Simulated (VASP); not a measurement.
## Sn: structure and properties in VASP

Aim: relax Sn with r2SCAN, compute its properties on that cell and hold them against experiment. The steps: full relaxation (r2SCAN), second relaxation, density, ELF and potential (r2SCAN), band structure (r2SCAN), total and projected DOS (r2SCAN), vibrations at Γ (r2SCAN), volume scan with r2SCAN and fit for r2SCAN. The start is a cell from a database of measured crystal structures.

Program: VASP 6.6.1. Level of theory: r2SCAN; plane waves and PAW (Sn_d). Results are calculated unless marked as measured.

**What experiment says.**

For Sn, beta-Sn, body-centred tetragonal (literature value for beta-tin), “Diffuse scattering in metallic tin polymorphs” (2013, arxiv:1310.3080) quotes earlier work: lattice constant c (along c, experimental column) 3.182 Å.

This is a report of a sequence of runs, with most program output left out.

The database entry behind the starting cell differs from later determinations by our own check (about 0.15 % long, nanocrystals), so it need not match the best structure at ambient conditions.

### 1. Starting point

Before any relaxation, the start is as follows. The structure is tetragonal, space group I4_1/amd (No. 141). The conventional cell has a = 5.839 Å, b = 5.839 Å, c = 3.188 Å, α = 90.00°, β = 90.00°, γ = 90.00°. Sn has 6 Sn at 3.03 to 3.19 Å nearest.

### 2. Full relaxation (r2SCAN)

The start need not lie at this functional's minimum. ISIF = 3 frees volume, shape and positions, and EDIFFG sets the threshold on forces and stress at which the search stops. r2SCAN adds the kinetic-energy density, costs more than a GGA and is run with LASPH.

INCAR reads:

```
SYSTEM = Sn
PREC = Accurate
ENCUT = 400
EDIFF = 1E-06
NELM = 100
ISMEAR = 1
SIGMA = 0.2
LREAL = .FALSE.
ALGO = Normal
METAGGA = R2SCAN
LASPH = .TRUE.
NBANDS = 20
LORBIT = 11
LWAVE = .FALSE.
LCHARG = .FALSE.
KPAR = 2
IBRION = 2
NSW = 60
ISIF = 3
EDIFFG = -0.01
```

POSCAR reads:

```
Sn
1.0
   -2.9196440750      2.9196440750      1.5938000000
    2.9196440750     -2.9196440750      1.5938000000
    2.9196440750      2.9196440750     -1.5938000000
Sn
2
Direct
    0.0000000000      0.0000000000      0.0000000000
    0.7500000000      0.2500000000      0.5000000000
```

KPOINTS reads:

```
Automatic mesh
0
Gamma
8 8 8
0 0 0
```

PAW data sets: Sn_d (PBE family, release 64).

Command:

```
mpirun -np 2 vasp_std
```

Wall time 4.8 min (2 MPI ranks of Intel Xeon 6975P-C (Granite Rapids), shared host); peak memory 0.36 GiB; 9.2 min of CPU time.

The k-mesh is coarse for a metal. The PAW data sets were made with PBE, which is usual practice but a small mismatch for other functionals. The run keeps the 16 symmetry operations of its start, so it cannot find a distortion of lower symmetry.

Relaxation path:

```tsv
step	energy less that of the first step (eV)	largest force (eV/Å)	pressure (GPa)	volume (Å³)
1	0.0000	0.0000	0.70	54.34
2	-0.0079	0.0000	-0.11	55.28
3	-0.0085	0.0000	-0.45	55.57
4	-0.0100	0.0000	0.12	55.14
5	-0.0100	0.0000	0.04	55.19
6	-0.0100	0.0000	0.04	55.19
7	-0.0100	0.0000	0.07	55.17
8	-0.0100	0.0000	0.07	55.18
9	-0.0100	0.0000	-0.04	55.27
```

```tsv
conventional cell, symmetrised	before	after	change
a (Å)	5.839	5.810	-0.5 %
b (Å)	5.839	5.810	-0.5 %
c (Å)	3.188	3.275	+2.7 %
volume (Å³/atom)	27.17	27.64	+1.7 %
```

Final coordinates:

```xyz
2
Lattice="-2.9051 2.9051 1.6373 2.9051 -2.9051 1.6373 2.9051 2.9051 -1.6373" Properties=species:S:1:pos:R:3 pbc="T T T"
Sn    0.0000    0.0000    0.0000
Sn    0.0000    2.9051    0.8187
```

This step gave:

```
electrons                       : 28
bands                           : 20
irreducible k-points            : 59
symmetry operations             : 16
free energy (TOTEN)             : -49.23 eV
energy at zero smearing         : -49.23 eV
Fermi energy                    : 7.653 eV
pressure                        : -0.03777 GPa
metallic                        : yes
SCF cycles over all ionic steps : 60
```

It ends with forces that vanish by symmetry and a pressure of -0.04 GPa. The volume lies +1.7 % from that of the database's start.

### 3. Second relaxation

A relaxation keeps the plane waves of the cell it began with, so it is repeated from the new cell, on a basis made for it.

INCAR is that of step 2.

POSCAR reads:

```
Sn
1.0
   -2.9050741855      2.9050741855      1.6373287658
    2.9050741855     -2.9050741855      1.6373287658
    2.9050741855      2.9050741855     -1.6373287658
Sn
2
Direct
    0.0000000000      0.0000000000      0.0000000000
    0.7500000000      0.2500000000      0.5000000000
```

KPOINTS is that of step 2.

Command:

```
mpirun -np 2 vasp_std
```

Wall time 85 s (2 MPI ranks); peak memory 0.36 GiB.

Little changed from the start: no atom moved by 0.005 Å and no cell edge by 0.1 %.

This step gave:

```
energy at zero smearing         : -49.24 eV
Fermi energy                    : 7.648 eV
pressure                        : -0.01354 GPa
SCF cycles over all ionic steps : 19
```

It ends with forces that vanish by symmetry and a pressure of -0.01 GPa. The volume moved by only 0.03 %, so the volume is settled.

### 4. Density, ELF and potential (r2SCAN)

The relaxed cell gets a fresh self-consistent run, on a basis set for its own volume, to fix the density and to check the remaining stress.

INCAR: that of step 3 with these lines changed.

```diff
@@ -14,7 +14,5 @@
 LWAVE = .FALSE.
-LCHARG = .FALSE.
-KPAR = 2
-IBRION = 2
-NSW = 60
-ISIF = 3
-EDIFFG = -0.01
+LCHARG = .TRUE.
+ISIF = 2
+LELF = .TRUE.
+LVHAR = .TRUE.
```

POSCAR reads:

```
Sn
1.0
   -2.9045720571      2.9045720571      1.6384020222
    2.9045720571     -2.9045720571      1.6384020222
    2.9045720571      2.9045720571     -1.6384020222
Sn
2
Direct
    0.0000000000      0.0000000000      0.0000000000
    0.7500000000      0.2500000000      0.5000000000
```

KPOINTS is that of step 3.

Command:

```
mpirun -np 2 vasp_std
```

It took 52 s on 2 MPI ranks; peak memory 0.29 GiB.

This step gave:

| Item | Value |
| --- | --- |
| SCF cycles | 14 |
| pressure | 0.001271 GPa |

Valence electrons inside each PAW sphere by angular momentum. Sphere charges, by row:

```tsv
atom	s (e)	p (e)	d (e)	tot (e)
Sn1	1.198	1.066	9.969	12.23
Sn2	1.198	1.066	9.969	12.23
```

Electrostatic potential energy in the ac plane of the conventional cell at fractional y = 0.000, with atoms of Sn within 0.2 Å of it. With pseudopotentials it is smooth inside the atoms' cores, unlike the true potential.

Ten even steps from '0' (-99 eV) to '9' (2 eV), each cell a mean:
```
0269986324799840
3589983001699964
7899983001699998
9999985224799999
9999998778999999
9999999999999999
6799999999999986
1379999999999852
0169998778999730
```
Columns run along a (5.8 Å; values clipped at the 3rd and 97th percentile), rows up along c (3.3 Å), edges of the conventional cell, whose origin can differ from the input's. Atoms in or near the plane, at fractional coordinates: Sn at (0.00, 0.00), Sn at (0.50, 0.75).

Valence density in the ac plane of the conventional cell at fractional y = 0.000, with atoms of Sn within 0.2 Å of it. It is the smooth field of the valence electrons, not physical close to the nuclei.

Ten even steps from '0' (0 e/Å³) to '9' (11 e/Å³), each cell a mean:
```
8400001332000026
2100002794100002
0000002794100000
0000001342000000
0000000000000000
0000000000000000
1000000000000000
5200000000000014
9510000000000028
```
Columns run along a (5.8 Å), rows up along c (3.3 Å), edges of the conventional cell, whose origin can differ from the input's. Atoms in or near the plane, at fractional coordinates: Sn at (0.00, 0.00), Sn at (0.50, 0.75).

ELF in the ac plane of the conventional cell at fractional y = 0.000, with atoms of Sn within 0.2 Å of it. It is the smooth field of the valence electrons, not physical close to the nuclei.

Values, 9 rows by 16 columns, each cell a mean:
```
0.13 0.21 0.42 0.48 0.54 0.45 0.40 0.26 0.22 0.34 0.43 0.50 0.53 0.45 0.32 0.12
0.28 0.37 0.43 0.50 0.52 0.44 0.30 0.14 0.14 0.19 0.41 0.47 0.54 0.45 0.41 0.31
0.41 0.40 0.42 0.49 0.46 0.42 0.29 0.13 0.15 0.18 0.40 0.43 0.49 0.45 0.40 0.41
0.41 0.40 0.38 0.35 0.37 0.38 0.38 0.24 0.21 0.32 0.40 0.37 0.36 0.36 0.39 0.41
0.43 0.38 0.28 0.20 0.24 0.33 0.38 0.41 0.41 0.40 0.35 0.28 0.20 0.24 0.34 0.41
0.39 0.37 0.32 0.21 0.16 0.26 0.35 0.39 0.39 0.37 0.31 0.19 0.17 0.27 0.35 0.38
0.39 0.40 0.36 0.31 0.23 0.25 0.35 0.42 0.43 0.39 0.30 0.22 0.27 0.34 0.39 0.39
0.16 0.29 0.40 0.38 0.39 0.39 0.40 0.40 0.40 0.40 0.40 0.38 0.39 0.39 0.35 0.20
0.24 0.17 0.40 0.44 0.51 0.45 0.41 0.42 0.42 0.41 0.42 0.50 0.47 0.43 0.27 0.14
```
Columns run along a (5.8 Å), rows up along c (3.3 Å), edges of the conventional cell, whose origin can differ from the input's. Atoms in or near the plane, at fractional coordinates: Sn at (0.00, 0.00), Sn at (0.50, 0.75).

In this run the pressure is 0.00 GPa, small enough to go on.

### 5. Band structure (r2SCAN)

Levels along the symmetry lines show where the bands peak and cross; KPOINTS_OPT computes them in the converged potential.

INCAR reads:

```
SYSTEM = Sn
PREC = Accurate
ENCUT = 400
EDIFF = 1E-06
NELM = 100
ISMEAR = 1
SIGMA = 0.2
LREAL = .FALSE.
ALGO = Normal
METAGGA = R2SCAN
LASPH = .TRUE.
NBANDS = 26
LORBIT = 11
LWAVE = .FALSE.
LCHARG = .FALSE.
KPAR = 2
```

POSCAR is that of step 4.

KPOINTS is that of step 4.

KPOINTS_OPT reads:

```
Line mode
16
Line-mode
Reciprocal
  0.00000000   0.00000000   0.00000000 GAMMA
  0.00000000   0.00000000   0.50000000 X

  0.00000000   0.00000000   0.50000000 X
 -0.50000000   0.50000000   0.50000000 M

 -0.50000000   0.50000000   0.50000000 M
  0.00000000   0.00000000   0.00000000 GAMMA

  0.00000000   0.00000000   0.00000000 GAMMA
  0.32954569   0.32954569  -0.32954569 Z

  0.32954569   0.32954569  -0.32954569 Z
  0.25000000   0.25000000   0.25000000 P

  0.25000000   0.25000000   0.25000000 P
  0.00000000   0.50000000   0.00000000 N

  0.00000000   0.50000000   0.00000000 N
 -0.32954569   0.67045431   0.32954569 Z1

 -0.32954569   0.67045431   0.32954569 Z1
 -0.50000000   0.50000000   0.50000000 M

  0.00000000   0.00000000   0.50000000 X
  0.25000000   0.25000000   0.25000000 P
```

Command:

```
mpirun -np 2 vasp_std
```

Elapsed: 2.5 min, on 2 MPI ranks; peak memory 0.39 GiB; 5 min of CPU time.

Spin-orbit coupling is off here; with elements this heavy it splits and shifts levels by tenths of an eV or more.

This step gave:

| Item | Value |
| --- | --- |
| bands | 26 |
| pressure | -0.005626 GPa |

The electronic bands at the labelled points (eV, zero at the Fermi level; # counts the bands kept):

```tsv
point	#1	#2	#3	#4	#5	#6	#7	#8
Γ	-11.49	-3.30	-1.94	-1.94	3.54	6.61	6.68	6.76
0.47 of the way	-10.96	-6.00	-1.33	-0.04	3.97	4.91	5.75	6.19
X	-9.10	-9.10	0.75	0.75	2.10	2.10	5.83	5.83
0.47 of the way	-8.62	-8.62	-2.51	-2.51	5.01	5.01	6.47	6.47
M	-7.63	-7.63	-4.87	-4.87	4.68	4.68	10.26	10.26
0.53 of the way	-10.44	-6.28	-3.61	0.69	3.22	5.70	5.73	6.98
Γ	-11.49	-3.30	-1.94	-1.94	3.54	6.61	6.68	6.76
0.47 of the way	-10.07	-2.23	-0.96	-0.96	0.45	0.57	3.93	3.93
Z	-6.84	-5.75	-3.15	-3.15	-3.00	3.54	6.00	6.00
0.47 of the way	-7.00	-5.87	-4.03	-1.03	-0.31	0.67	5.20	5.36
P	-6.34	-6.34	-3.61	-3.61	3.78	3.78	4.27	4.27
0.47 of the way	-7.05	-5.69	-3.70	-2.57	1.16	3.39	3.89	4.72
N	-7.35	-5.65	-2.24	-1.66	-1.36	2.52	3.06	5.02
0.47 of the way	-7.15	-5.52	-3.44	-2.07	-0.42	1.00	3.74	6.14
Z1	-6.84	-5.75	-3.15	-3.15	-3.00	3.54	6.00	6.00
0.47 of the way	-7.36	-7.05	-4.36	-4.36	-0.01	6.74	8.90	8.90
M	-7.63	-7.63	-4.87	-4.87	4.68	4.68	10.26	10.26
jump to X	-9.10	-9.10	0.75	0.75	2.10	2.10	5.83	5.83
0.47 of the way	-8.30	-8.30	0.03	0.03	2.61	2.61	2.84	2.84
P	-6.34	-6.34	-3.61	-3.61	3.78	3.78	4.27	4.27
```

There is no gap at this level.

### 6. Total and projected DOS (r2SCAN)

A density of states needs more k-points than a total energy; ISMEAR = -5 takes tetrahedra, and LORBIT projects the states on the PAW spheres. The mesh is finer than in the run before.

INCAR: that of step 5 with these lines changed.

```diff
@@ -5,3 +5,3 @@
 NELM = 100
-ISMEAR = 1
+ISMEAR = -5
 SIGMA = 0.2
@@ -16 +16,2 @@
 KPAR = 2
+NEDOS = 2001
```

POSCAR is that of step 5.

KPOINTS reads:

```
Automatic mesh
0
Gamma
12 12 12
0 0 0
```

Command:

```
mpirun -np 2 vasp_std
```

Run time: 2.7 min. Hardware: 2 MPI ranks; peak memory 0.47 GiB; 5.3 min of CPU time.

With tetrahedra the forces and stress of a metal are not exact derivatives of the energy.

This step gave:

- SCF cycles: 12
- irreducible k-points: 163
- Fermi energy: 7.696 eV
- pressure: -0.1865 GPa
- DOS at the Fermi level: 0.8739 states/eV/cell

The density of states has structure finer than the step of the table below, so its rows give means over 1 eV, whole bins alone (the curve runs from -12.0 to 7.92 eV). Peaks (eV: height): total -7.5: 1.17, -1.5: 1.51, 2.6: 1.21, 4.5: 1.72; Sn p -1.5: 0.724, 2.6: 0.504, 4.6: 0.723; Sn s -7.5: 0.673, -5.6: 0.378; Sn d 4.4: 0.145.

States under -12.0 eV and over 7.9 eV are left out. Table of density of states by energy, zero at the Fermi level; means over each step; values in states/eV/cell:

```tsv
energy (eV)	total	Sn p	Sn s	Sn d
-11	0.223	0.00506	0.120	6.9e-5
-10	0.418	0.0206	0.219	0.00115
-9	0.569	0.0391	0.296	0.00359
-8	0.819	0.0576	0.448	0.00978
-7	0.773	0.0592	0.436	0.0112
-6	0.590	0.0736	0.309	0.00753
-5	0.410	0.0693	0.197	0.00483
-4	0.595	0.204	0.112	0.00819
-3	0.920	0.370	0.0926	0.0181
-2	1.14	0.526	0.0587	0.0279
-1	1.09	0.512	0.0607	0.0355
0	0.882	0.387	0.0817	0.0399
1	0.919	0.379	0.110	0.0492
2	0.947	0.391	0.106	0.0566
3	1.08	0.425	0.0906	0.0811
4	1.40	0.537	0.0656	0.131
5	1.49	0.646	0.0600	0.123
6	1.20	0.541	0.0314	0.0975
7	0.926	0.303	0.0166	0.137
```

The finer mesh and the other smearing move the Fermi level by +0.05 eV from the 8×8×8 run, a small shift, which tests the Fermi level alone. Of the states within 0.3 eV of the Fermi level, the largest shares in the PAW spheres are Sn p 44 % and Sn s 9 %. The rest lies in smaller channels or between the spheres.

### 7. Vibrations at Γ (r2SCAN)

Zone-centre modes test whether the atoms sit at a minimum within this cell. IBRION = 6 takes the force constants from differences of forces between displaced cells, so the forces must be tight.

INCAR reads:

```
SYSTEM = Sn
PREC = Accurate
ENCUT = 400
EDIFF = 1E-08
NELM = 100
ISMEAR = 1
SIGMA = 0.2
LREAL = .FALSE.
ALGO = Normal
METAGGA = R2SCAN
LASPH = .TRUE.
NBANDS = 20
LORBIT = 11
LWAVE = .FALSE.
LCHARG = .FALSE.
KPAR = 2
IBRION = 6
NFREE = 2
POTIM = 0.015
ISIF = 2
NSW = 1
```

POSCAR is that of step 6.

KPOINTS reads:

```
Automatic mesh
0
Gamma
13 13 13
0 0 0
```

Command:

```
mpirun -np 2 vasp_std
```

It took 22 min on 2 MPI ranks; peak memory 1.2 GiB; 44 min of CPU time.

The last energy, forces, stress and levels in OUTCAR belong to the last displaced cell, not to the cell of POSCAR.

Numbers from this step:

* bands: 20
* irreducible k-points: 196
* pressure of the cell: -0.03343 GPa
* largest force of the cell: 0 eV/Å

Modes at Γ:

```tsv
mode	frequency (cm⁻¹)	symmetry
1	0.0	acoustic
2	0.0	acoustic
3	0.0	acoustic
4	52.4	Bg
5	133.7	Eg
6	133.7	Eg
```

Displacements in mode 4 (52.4 cm⁻¹), the largest set to 1:
```
Sn1  0.00  0.00 -1.00
Sn2  0.00  0.00  1.00
```

Displacements in mode 5 (133.7 cm⁻¹), the largest set to 1:
```
Sn1  0.00 -1.00  0.00
Sn2  0.00  1.00  0.00
```

The three acoustic modes come out at zero, and all others are real. By the characters of their eigenvectors the optical modes sort into (cm⁻¹) Raman active: Bg 52, Eg 134. B labels carry no number here, since it depends on the setting of the axes. With a centre of inversion no mode is active in both.

### 8. Volume scan with r2SCAN

An equation of state needs energies on both sides of the minimum, all on one mesh and cutoff.

INCAR: that of step 7 with these lines changed.

```diff
@@ -3,3 +3,3 @@
 ENCUT = 400
-EDIFF = 1E-08
+EDIFF = 1E-06
 NELM = 100
@@ -16,6 +16,2 @@
 KPAR = 2
-IBRION = 6
-NFREE = 2
-POTIM = 0.015
 ISIF = 2
-NSW = 1
```

POSCAR reads:

```
Sn
1.0
   -2.8452784389      2.8452784389      1.6049558614
    2.8452784389     -2.8452784389      1.6049558614
    2.8452784389      2.8452784389     -1.6049558614
Sn
2
Direct
    0.0000000000      0.0000000000      0.0000000000
    0.7500000000      0.2500000000      0.5000000000
```

KPOINTS reads:

```
Automatic mesh
0
Gamma
8 8 8
0 0 0
```

Command:

```
mpirun -np 2 vasp_std
```

Run time: 37 s. Hardware: 2 MPI ranks; peak memory 0.33 GiB.

The scan keeps the cell's shape and the fractional positions fixed.

Numbers from this step:

```
irreducible k-points    : 59
free energy (TOTEN)     : -49.19 eV
energy at zero smearing : -49.19 eV
Fermi energy            : 8.414 eV
pressure                : 3.692 GPa
```

The pressure here is 3.69 GPa.

### 9. Volume scan with r2SCAN (run 2)

INCAR is that of step 8.

POSCAR reads:

```
Sn
1.0
   -2.8653162712      2.8653162712      1.6162587399
    2.8653162712     -2.8653162712      1.6162587399
    2.8653162712      2.8653162712     -1.6162587399
Sn
2
Direct
    0.0000000000      0.0000000000      0.0000000000
    0.7500000000      0.2500000000      0.5000000000
```

KPOINTS is that of step 8.

Command:

```
mpirun -np 2 vasp_std
```

Wall time 39 s (2 MPI ranks); peak memory 0.33 GiB; 74 s of CPU time.

Numbers from this step:

```
free energy (TOTEN) : -49.22 eV
Fermi energy        : 8.146 eV
pressure            : 2.249 GPa
```

The pressure falls from 3.69 to 2.25 GPa.

The run ends at a pressure of 2.25 GPa.

(Part 1 of 2 ends here.)

[Lines on the potential files, build, host, timing and source positions are cut from VASP's logs without a mark.]

[Logs are printed without paths, hosts, clocks, repeated set-up lines and the standing remarks that a program may print on its own settings, such as how far it seeks lower states.]

[Hosts, paths, dates, database ids (printed as entryN), source tags and the programs' standing remarks are cut or masked in the printed files.]

[A measured line is paired with the nearest computed mode of its activity, which favours agreement.]
